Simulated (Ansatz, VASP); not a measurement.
# MoS2: VASP beside Ansatz, part 2 of 2

Aim: how closely do two programs agree when they are given the same cell, functional and k mesh? The cell is taken from a series of runs on this material, whose earlier steps may have relaxed, scaled, displaced or heated it; both programs get it as it stands.

VASP 6.6.1 and Ansatz 0.2.0.

So far: The starting structure; Ansatz: zone-centre phonons, PBEsol.

**3. VASP: zone-centre phonons, PBEsol**

Level of this step: PBEsol, no spin polarisation; plane waves and PAW (Mo_sv, S) (VASP).

The same cell, functional, mesh and smearing now go to VASP, with its own data sets.

Lines of VASP's logs that name or quote its potential files are left out, and so is its time.

Input file INCAR:

```
SYSTEM = MoS2
PREC = Accurate
ENCUT = 500
EDIFF = 1E-08
NELM = 120
ISMEAR = 1
SIGMA = 0.2
LREAL = .FALSE.
ALGO = Normal
GGA = PS
NBANDS = 19
LASPH = .TRUE.
LORBIT = 11
LWAVE = .FALSE.
LCHARG = .FALSE.
ISIF = 2
IBRION = 8
GGA_COMPAT = .FALSE.
KPAR = 2
```

Input file POSCAR:

```
MoS2
1.0
    3.1409347774      0.0000000000      0.0000000000
   -1.5704673887      2.7201293089      0.0000000000
    0.0000000000      0.0000000000      6.1182049722
Mo S
1 2
Direct
    0.0000000000      0.0000000000      0.5000000000
    0.3333333333      0.6666666667      0.2407623372
    0.6666666667      0.3333333333      0.7592376628
```

Input file KPOINTS:

```
Automatic mesh
0
Gamma
15 15 8
0 0 0
```

Potentials, in the order of the species: Mo_sv and S (PBE family, release 64).

Run with:

```console
mpirun -np 2 vasp_std
```

Numbers of over 12 decimals in the logs are rounded to 6 here.

Output:

```text
[banner, memory and clock lines left out]
running    2 mpi-ranks, on    1 nodes
 distrk:  each k-point on    1 cores,    2 groups
 distr:  one band on    1 cores,    1 groups

 POSCAR found type information on POSCAR MoS
 POSCAR found :  2 types and       3 ions
|                                                                             |
|               ----> ADVICE to this user running VASP <----                  |
|                                                                             |
|     You enforced a specific xc type in the INCAR file but a different       |
|     [... a line on the potential file left out ...]
|     I HOPE YOU KNOW WHAT YOU ARE DOING!                                     |
|                                                                             |

 LDA part: xc-table for (Slater+PW92), standard interpolation
 POSCAR, INCAR and KPOINTS ok, starting setup
 FFT: planning ... GRIDC
 FFT: planning ... GRID_SOFT
 FFT: planning ... GRID
 WAVECAR not read
 entering main loop
       N       E                     dE             d eps       ncg     rms          rms(c)
DAV:   1     0.190639589670E+03    0.19064E+03   -0.14814E+04  7760   0.126E+03
DAV:   2    -0.167227685175E+02   -0.20736E+03   -0.20292E+03  9092   0.327E+02
DAV:   3    -0.240348978208E+02   -0.73121E+01   -0.72132E+01  8928   0.583E+01
DAV:   4    -0.241214456990E+02   -0.86548E-01   -0.86412E-01  9083   0.658E+00
DAV:   5    -0.241226065316E+02   -0.11608E-02   -0.11607E-02  8947   0.746E-01    0.249E+01
DAV:   6    -0.231773665838E+02    0.94524E+00   -0.14159E+01  7737   0.215E+01    0.951E+00
DAV:   7    -0.227983728193E+02    0.37899E+00   -0.68408E+00  7547   0.139E+01    0.634E+00
DAV:   8    -0.226167182047E+02    0.18165E+00   -0.96765E-01  7774   0.557E+00    0.193E+00
DAV:   9    -0.226177472948E+02   -0.10291E-02   -0.33599E-02  8756   0.115E+00    0.635E-01
DAV:  10    -0.226162936191E+02    0.14537E-02   -0.14761E-02  8055   0.790E-01    0.181E-01
DAV:  11    -0.226161940392E+02    0.99580E-04   -0.78123E-04  8206   0.188E-01    0.500E-02
DAV:  12    -0.226161563549E+02    0.37684E-04   -0.15053E-04  8163   0.802E-02    0.370E-02
DAV:  13    -0.226161629193E+02   -0.65644E-05   -0.19290E-05  8117   0.259E-02    0.115E-02
DAV:  14    -0.226161628386E+02    0.80670E-07   -0.14899E-06  8470   0.749E-03    0.651E-03
DAV:  15    -0.226161627580E+02    0.80645E-07   -0.76319E-07  8459   0.438E-03    0.175E-03
DAV:  16    -0.226161627234E+02    0.34569E-07   -0.28050E-07  8294   0.332E-03    0.148E-03
DAV:  17    -0.226161627284E+02   -0.49704E-08   -0.12994E-08  4918   0.895E-04
   1 F= -.22616163E+02 E0= -.22616873E+02  d E =0.213079E-02
 Linear response reoptimize wavefunctions to high precision
DAV:   1    -0.226161627277E+02    0.67666E-09   -0.16414E-09  5727   0.295E-04
DAV:   2    -0.226161627277E+02    0.31832E-11   -0.10812E-10  4146   0.755E-05
 Linear response DOF=           4
 Linear response progress:
  Degree of freedom:   1/  4
       N       E                     dE             d eps       ncg     rms          rms(c)
RMM:   1    -0.774626732861E+00   -0.77463E+00    0.35837E+00 20097   0.206E+01
RMM:   2    -0.571687925666E+00    0.20294E+00   -0.27604E-01 28064   0.367E+00    0.137E-01
RMM:   3    -0.570795434101E+00    0.89249E-03   -0.60412E-03 37120   0.508E-01    0.720E-02
RMM:   4    -0.569794283038E+00    0.10012E-02   -0.58817E-04 41309   0.159E-01    0.276E-02
RMM:   5    -0.569566594285E+00    0.22769E-03   -0.91301E-05 43058   0.494E-02    0.743E-03
RMM:   6    -0.569601714444E+00   -0.35120E-04   -0.12849E-05 39653   0.160E-02    0.211E-03
RMM:   7    -0.569618543641E+00   -0.16829E-04   -0.68262E-06 41157   0.648E-03    0.117E-03
RMM:   8    -0.569626409399E+00   -0.78658E-05   -0.10031E-06 40208   0.305E-03    0.482E-04
RMM:   9    -0.569626580615E+00   -0.17122E-06   -0.85361E-07 41308   0.160E-03    0.108E-04
RMM:  10    -0.569628276348E+00   -0.16957E-05   -0.20132E-07 40555   0.797E-04    0.600E-05
RMM:  11    -0.569629958220E+00   -0.16819E-05   -0.18205E-07 39289   0.456E-04    0.101E-05
RMM:  12    -0.569630116961E+00   -0.15874E-06   -0.56878E-08 45365   0.231E-04    0.663E-06
RMM:  13    -0.569630234641E+00   -0.11768E-06   -0.68419E-08 43252   0.131E-04    0.289E-06
RMM:  14    -0.569630321560E+00   -0.86919E-07   -0.20170E-08 43601   0.851E-05    0.146E-06
RMM:  15    -0.569630354923E+00   -0.33363E-07   -0.27519E-08 44521   0.573E-05    0.151E-06
RMM:  16    -0.569630478274E+00   -0.12335E-06    0.20124E-08 39361   0.481E-05    0.175E-06
RMM:  17    -0.569630406614E+00    0.71660E-07   -0.29165E-08 35840   0.379E-05    0.983E-07
RMM:  18    -0.569630431751E+00   -0.25137E-07    0.73827E-09 33066   0.310E-05    0.448E-07
RMM:  19    -0.569630443520E+00   -0.11769E-07   -0.16084E-09 31624   0.279E-05    0.262E-07
RMM:  20    -0.569630442456E+00    0.10641E-08    0.78239E-09 21492   0.260E-05    0.390E-07
 first order change of Fermi-energy   0.26654E-03
 force on displaced ion       1 direction 1 :  -6.976   0.000   0.000
 Linear response progress:
  Degree of freedom:   2/  4
       N       E                     dE             d eps       ncg     rms          rms(c)
RMM:   1    -0.883099095324E+00   -0.88310E+00    0.43422E+00  7764   0.212E+01
RMM:   2    -0.687363632718E+00    0.19574E+00   -0.28674E-01 10922   0.357E+00    0.184E-01
RMM:   3    -0.685767464805E+00    0.15962E-02   -0.76897E-03 14273   0.552E-01    0.118E-01
RMM:   4    -0.684662241932E+00    0.11052E-02   -0.72478E-04 16224   0.172E-01    0.730E-02
RMM:   5    -0.684152234304E+00    0.51001E-03   -0.12097E-04 17001   0.576E-02    0.850E-03
RMM:   6    -0.684210703165E+00   -0.58469E-04   -0.16643E-05 14836   0.188E-02    0.550E-03
RMM:   7    -0.684232088808E+00   -0.21386E-04   -0.50296E-06 15464   0.767E-03    0.156E-03
RMM:   8    -0.684236964144E+00   -0.48753E-05   -0.13931E-06 15971   0.323E-03    0.928E-04
RMM:   9    -0.684244948026E+00   -0.79839E-05    0.51077E-07 14839   0.173E-03    0.566E-04
RMM:  10    -0.684244109864E+00    0.83816E-06   -0.67817E-07 14985   0.798E-04    0.186E-04
RMM:  11    -0.684244318708E+00   -0.20884E-06    0.35333E-08 16310   0.396E-04    0.842E-05
RMM:  12    -0.684244281664E+00    0.37044E-07    0.42925E-08 16056   0.211E-04    0.103E-05
RMM:  13    -0.684244216172E+00    0.65492E-07    0.12244E-07 16380   0.120E-04    0.726E-06
RMM:  14    -0.684244271095E+00   -0.54923E-07   -0.57236E-09 16319   0.801E-05    0.447E-06
RMM:  15    -0.684244385091E+00   -0.11400E-06    0.37239E-08 16012   0.619E-05    0.145E-06
RMM:  16    -0.684244396257E+00   -0.11165E-07    0.52926E-08 17510   0.444E-05    0.169E-06
RMM:  17    -0.684244413988E+00   -0.17731E-07    0.43039E-08 16573   0.367E-05    0.121E-06
RMM:  18    -0.684244454341E+00   -0.40353E-07    0.32836E-08 16732   0.346E-05    0.712E-07
RMM:  19    -0.684244430628E+00    0.23713E-07    0.34095E-08 12468   0.307E-05    0.539E-07
RMM:  20    -0.684244436942E+00   -0.63137E-08    0.25700E-08  8948   0.282E-05    0.307E-07
 first order change of Fermi-energy   0.84223E-03
 force on displaced ion       1 direction 3 :   0.000  -0.000 -22.459
 Linear response progress:
  Degree of freedom:   3/  4
       N       E                     dE             d eps       ncg     rms          rms(c)
RMM:   1    -0.105409243697E+00   -0.10541E+00   -0.12707E-01 84764   0.176E+00
RMM:   2    -0.918960636444E-01    0.13513E-01   -0.10029E-02 54471   0.540E-01    0.119E-01
RMM:   3    -0.922549705601E-01   -0.35891E-03   -0.33362E-04 56700   0.101E-01    0.656E-02
RMM:   4    -0.925515734737E-01   -0.29660E-03   -0.79117E-05 58246   0.492E-02    0.135E-02
RMM:   5    -0.925298247704E-01    0.21749E-04   -0.24295E-06 59578   0.106E-02    0.532E-03
RMM:   6    -0.925134179528E-01    0.16407E-04   -0.25714E-07 59836   0.339E-03    0.202E-03
RMM:   7    -0.925224375590E-01   -0.90196E-05   -0.62641E-08 56462   0.128E-03    0.521E-04
RMM:   8    -0.925216642485E-01    0.77331E-06    0.35504E-08 60257   0.340E-04    0.255E-04
RMM:   9    -0.925210862309E-01    0.57802E-06   -0.38018E-08 60817   0.114E-04    0.134E-04
RMM:  10    -0.925205490014E-01    0.53723E-06   -0.55366E-08 57534   0.821E-05    0.740E-06
RMM:  11    -0.925206208365E-01   -0.71835E-07   -0.73812E-08 64428   0.339E-05    0.303E-06
RMM:  12    -0.925206280993E-01   -0.72628E-08    0.21724E-08 62481   0.218E-05    0.903E-07
 first order change of Fermi-energy   0.12145E-04
 force on displaced ion       2 direction 1 :  -5.910  -0.003  -0.000
 Linear response progress:
  Degree of freedom:   4/  4
       N       E                     dE             d eps       ncg     rms          rms(c)
RMM:   1    -0.152446586073E+00   -0.15245E+00   -0.13481E-01 18404   0.189E+00
RMM:   2    -0.133345573637E+00    0.19101E-01   -0.11599E-02 11891   0.591E-01    0.353E-01
RMM:   3    -0.133483297400E+00   -0.13772E-03   -0.45630E-04 11548   0.132E-01    0.240E-01
RMM:   4    -0.133683203109E+00   -0.19991E-03   -0.23357E-04 11322   0.910E-02    0.832E-02
RMM:   5    -0.133694158608E+00   -0.10955E-04   -0.83678E-05 11312   0.564E-02    0.223E-02
RMM:   6    -0.133695955295E+00   -0.17967E-05   -0.41021E-06 12844   0.138E-02    0.774E-03
RMM:   7    -0.133685902430E+00    0.10053E-04   -0.53526E-07 11949   0.381E-03    0.173E-03
RMM:   8    -0.133687503838E+00   -0.16014E-05   -0.41172E-08 12523   0.974E-04    0.879E-04
RMM:   9    -0.133691482910E+00   -0.39791E-05    0.26299E-09 12025   0.591E-04    0.258E-04
RMM:  10    -0.133691172570E+00    0.31034E-06    0.46908E-08 13020   0.177E-04    0.473E-05
RMM:  11    -0.133690957843E+00    0.21473E-06    0.65365E-08 12367   0.719E-05    0.134E-05
RMM:  12    -0.133691039809E+00   -0.81966E-07    0.52133E-08 12895   0.385E-05    0.678E-06
RMM:  13    -0.133691039856E+00   -0.47198E-10    0.10476E-07 12809   0.272E-05    0.139E-06
RMM:  14    -0.133691036224E+00    0.36320E-08    0.56550E-08 11617   0.229E-05    0.137E-06
 first order change of Fermi-energy   0.18113E+00
 force on displaced ion       2 direction 3 :  -0.000  -0.000 -13.810
 Linear response finished
```

Parts of OUTCAR (step 3):

```text
ion  position               nearest neighbor table
   1  0.000  0.000  0.500-   2 2.41   3 2.41   3 2.41   2 2.41   3 2.41   2 2.41
   2  0.333  0.667  0.241-   1 2.41   1 2.41   1 2.41
   3  0.667  0.333  0.759-   1 2.41   1 2.41   1 2.41

  LATTYP: Found a hexagonal cell.
 ALAT       =     3.1409347774
 C/A-ratio  =     1.9478930337

 Subroutine GETGRP returns: Found 12 space group operations
 (whereof 12 operations were pure point group operations)

The static configuration has the point symmetry D_3d.

 Found    192 irreducible k-points:

   k-points           NKPTS =    192   k-points in BZ     NKDIM =    192   number of bands    NBANDS=     19

   dimension x,y,z NGX =    24 NGY =   24 NGZ =   48
   dimension x,y,z NGXF=    48 NGYF=   48 NGZF=   96

   ENCUT  =  500.0 eV  36.75 Ry    6.06 a.u.   5.73  5.73 11.15*2*pi/ulx,y,z

   NELECT =      26.0000    total number of electrons

 k-points in reciprocal lattice and weights: Automatic mesh
   0.00000000  0.00000000  0.00000000       0.001
   0.06666667  0.00000000  0.00000000       0.003
   0.13333333  0.00000000  0.00000000       0.003
   0.20000000 -0.00000000  0.00000000       0.003
   0.26666667  0.00000000  0.00000000       0.003
   0.33333333 -0.00000000  0.00000000       0.003
   0.40000000 -0.00000000  0.00000000       0.003
   0.46666667 -0.00000000  0.00000000       0.003
   0.06666667  0.06666667  0.00000000       0.003
[...]
0.33333333  0.26666667  0.50000000       0.007
   0.33333333  0.33333333  0.50000000       0.001

 average (electrostatic) potential at core
       1 -74.2438       2 -84.2261       3 -84.2261

  Total        0.0025955      0.0025955      0.0118746      0.0000000      0.0000000      0.0000000
  in kB        0.0795539      0.0795539      0.3639641      0.0000000      0.0000000      0.0000000
  external PRESSURE =       0.1743573 kB  Pullay stress =       0.0000000 kB

  energy-cutoff  :      500.00
  volume of cell :       52.27
      direct lattice vectors                 reciprocal lattice vectors
     3.140934777  0.000000000  0.000000000     0.318376557  0.183814791  0.000000000
    -1.570467389  2.720129309  0.000000000     0.000000000  0.367629582  0.000000000
     0.000000000  0.000000000  6.118204972     0.000000000  0.000000000  0.163446633

 POSITION                                       TOTAL-FORCE (eV/Angst)
 -----------------------------------------------------------------------------------
      0.00000      0.00000      3.05910         0.000000      0.000000      0.000000
     -0.00000      1.81342      1.47303         0.000000      0.000000     -0.003152
      1.57047      0.90671      4.64517        -0.000000     -0.000000      0.003152
 -----------------------------------------------------------------------------------
    total drift:                                0.000000     -0.000000      0.000000

 Eigenvectors and eigenvalues of the dynamical matrix
 ----------------------------------------------------

   1 f  =   11.947763 THz    75.070011 2PiTHz  398.534486 cm-1    49.411956 meV
             X         Y         Z           dx          dy          dz
      0.000000  0.000000  3.059102    -0.000000    0.000000   -0.633088
     -0.000000  1.813420  1.473033    -0.000000    0.000000    0.547357
      1.570467  0.906710  4.645172     0.000000   -0.000000    0.547357

   2 f  =   11.179330 THz    70.241800 2PiTHz  372.902301 cm-1    46.233972 meV
             X         Y         Z           dx          dy          dz
      0.000000  0.000000  3.059102    -0.000000    0.000000    0.000000
     -0.000000  1.813420  1.473033    -0.000000    0.000000    0.707107
      1.570467  0.906710  4.645172     0.000000    0.000000   -0.707107

   3 f  =    7.970360 THz    50.079249 2PiTHz  265.862592 cm-1    32.962746 meV
             X         Y         Z           dx          dy          dz
      0.000000  0.000000  3.059102    -0.000000   -0.000000    0.000000
     -0.000000  1.813420  1.473033     0.000004   -0.707107    0.000000
      1.570467  0.906710  4.645172    -0.000004    0.707107    0.000000

   4 f  =    7.970360 THz    50.079249 2PiTHz  265.862592 cm-1    32.962746 meV
             X         Y         Z           dx          dy          dz
      0.000000  0.000000  3.059102    -0.000000   -0.000000    0.000000
     -0.000000  1.813420  1.473033    -0.707107   -0.000004   -0.000000
      1.570467  0.906710  4.645172     0.707107    0.000004    0.000000

   5 f  =    6.658133 THz    41.834281 2PiTHz  222.091400 cm-1    27.535812 meV
             X         Y         Z           dx          dy          dz
      0.000000  0.000000  3.059102     0.000005   -0.633135    0.000000
     -0.000000  1.813420  1.473033    -0.000005    0.547330    0.000000
      1.570467  0.906710  4.645172    -0.000005    0.547330    0.000000

   6 f  =    6.658133 THz    41.834281 2PiTHz  222.091400 cm-1    27.535812 meV
             X         Y         Z           dx          dy          dz
      0.000000  0.000000  3.059102    -0.633135   -0.000005    0.000000
     -0.000000  1.813420  1.473033     0.547330    0.000005   -0.000000
      1.570467  0.906710  4.645172     0.547330    0.000005    0.000000

   7 f/i=    0.001465 THz     0.009207 2PiTHz    0.048881 cm-1     0.006060 meV
             X         Y         Z           dx          dy          dz
      0.000000  0.000000  3.059102    -0.054540    0.772117    0.000000
     -0.000000  1.813420  1.473033    -0.031545    0.446582    0.000000
      1.570467  0.906710  4.645172    -0.031545    0.446582    0.000000

   8 f/i=    0.001465 THz     0.009207 2PiTHz    0.048881 cm-1     0.006060 meV
             X         Y         Z           dx          dy          dz
      0.000000  0.000000  3.059102    -0.772117   -0.054540   -0.000000
     -0.000000  1.813420  1.473033    -0.446582   -0.031545   -0.000000
      1.570467  0.906710  4.645172    -0.446582   -0.031545   -0.000000

   9 f/i=    0.001895 THz     0.011908 2PiTHz    0.063218 cm-1     0.007838 meV
             X         Y         Z           dx          dy          dz
      0.000000  0.000000  3.059102     0.000000    0.000000   -0.774080
     -0.000000  1.813420  1.473033     0.000000    0.000000   -0.447661
      1.570467  0.906710  4.645172     0.000000    0.000000   -0.447661

 ELASTIC MODULI CONTR FROM IONIC RELAXATION (kBar)
 Direction    XX          YY          ZZ          XY          YZ          ZX
 --------------------------------------------------------------------------------
 XX        -742.0939   -380.0797  -1092.6508      0.0000   -482.6901      0.0000
 YY        -380.0797   -742.0939  -1092.6508     -0.0000    482.6901     -0.0000
 ZZ       -1092.6508  -1092.6508  -2127.8094      0.0000      0.0000      0.0000
 XY           0.0000     -0.0000      0.0000   -181.0071      0.0000   -432.6637
 YZ        -482.6901    482.6901      0.0000      0.0000  -1287.1855      0.0000
 ZX           0.0000     -0.0000      0.0000   -432.6637      0.0000  -1034.2021
 --------------------------------------------------------------------------------
```

This run has no spin polarisation, so a moment on Mo, if there is one, isn't seen. Energies printed during the response cycles are not total energies of the cell.

**4. Differences**

Known differences besides the potentials themselves: the cutoff is 420 eV in Ansatz and 500 eV in VASP; Ansatz makes its cores anew for this functional, VASP keeps those of its PBE data sets. Total energies have different zeros and are not compared.

Both answers:

```
                  quantity  Ansatz   VASP  difference
optical mode 1 to 2 (cm⁻¹)   221.5  222.1     -0.27 %
optical mode 3 to 4 (cm⁻¹)   266.0  265.9     +0.07 %
     optical mode 5 (cm⁻¹)   372.9  372.9     -0.01 %
     optical mode 6 (cm⁻¹)   398.2  398.5     -0.08 %
```

Modes are paired by rising frequency, not by their patterns, so a pair may set unlike modes beside each other; they are those without the splitting of longitudinal modes.

**5. Results**

- r.m.s. difference of the optical zone-centre modes, each program's sorted by frequency (zone-centre phonons, PBEsol): 0.39 cm⁻¹

In words: The r.m.s. difference of the optical zone-centre modes, each program's sorted by frequency is 0.39 cm⁻¹ (zone-centre phonons, PBEsol). How closely two codes agree says nothing of how well the functional describes the real material.

[Lines on the potential files, build, host, timing and source positions are cut from VASP's logs without a mark.]

[Logs are printed without paths, hosts, clocks, repeated set-up lines and the standing remarks that a program may print on its own settings, such as how far it seeks lower states.]

[Hosts, paths, dates, database ids (printed as entryN), source tags and the programs' standing remarks are cut or masked in the printed files.]
